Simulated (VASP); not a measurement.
Energy against volume of CdSe (wurtzite). All values below come from optB86b-vdW, VASP's PBE PAW potentials (set 64) (plane waves; VASP 6.6.1). Settings: 520 eV cut-off, 6×6×3 Γ-centred mesh, Gaussian smearing of 0.050 eV, potentials Cd Se.

Shape and ions are relaxed at each volume.

```tsv
V (Å³/atom)	E (eV/atom)
27.359	-0.32093
28.232	-0.33447
29.105	-0.33854
29.978	-0.33470
```

Task: Fit these four points and predict the energy of the run at 30.851 Å³/atom.

Result: A cubic in V^(−2/3), the third-order Birch-Murnaghan form, passes through the four points with V0 = 29.09 Å³/atom and B0 = 48 GPa, and gives -0.3242 eV/atom there. The run gave -0.3241 eV/atom, +0.1 meV/atom from the fit; all five points give B0 = 49 GPa.

The compound is CdSe in the wurtzite structure. It was relaxed first.
